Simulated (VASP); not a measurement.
Wanted: the native input for a VASP 6.6.1 run.

```
Task                   : single point
Functional             : PBE
Potentials or basis    : VASP PAW PBE potentials, release 64 (Sr_sv, Ru_pv)
Cutoff                 : 520 eV
k mesh                 : 6 × 6 × 2
Occupations            : gaussian, width 0.1 eV
Spin                   : no spin polarisation
Dipole correction      : no
Further INCAR settings : ALGO = Fast; EDIFF = 1e-06; NBANDS = 26
```

The structure of SrRu2 lies in POSCAR:

```
SrRu2
1.0
    4.0307198998     -0.0000000033      0.0000000000
   -2.0153599471      3.4907058304      0.0000000000
    0.0000000000      0.0000000000      5.1060950532
Sr Ru
1 2
Direct
    0.0000000000      0.0000000000      0.5000000000
    0.3333333333      0.6666666667      0.9585076168
    0.6666666667      0.3333333333      0.0414923832
```

The cell was built by a generator and needn't be a form met in nature.

One way to write it, as run:

INCAR

```
SYSTEM = SrRu2
  PREC = Accurate
  ENCUT = 520
  EDIFF = 1E-6
  ISMEAR = 0
  SIGMA = 0.1
  LREAL = .False.
  LASPH = .True.
  NELM = 80
  ALGO = Fast
  ISIF = 2
  LWAVE = .False.
  LCHARG = .False.
  GGA = PE
  NBANDS = 26
```

KPOINTS

```
regular mesh
0
Gamma
  6 6 2
  0 0 0
```

Potentials or basis: VASP PAW PBE potentials, release 64 (Sr_sv, Ru_pv).

The run is started by

```bash
$ cat potpaw_PBE.64/Sr_sv/POTCAR potpaw_PBE.64/Ru_pv/POTCAR > POTCAR
$ mpirun -np 1 vasp_std > vasp.out
```

It gave:

```yaml
Pressure: 0.3 GPa
Largest_force: 0.011 eV/Å
Band_gap_on_the_k_mesh: none (metal or under the smearing width)
```

Caveat: the k mesh is coarse (spacing up to 0.62 Å⁻¹), so the values aren't converged.

It took 15 s on 1 thread of Intel(R) Xeon(R) 6975P-C (Granite Rapids), with other jobs on the host, peak memory 0.18 GiB.
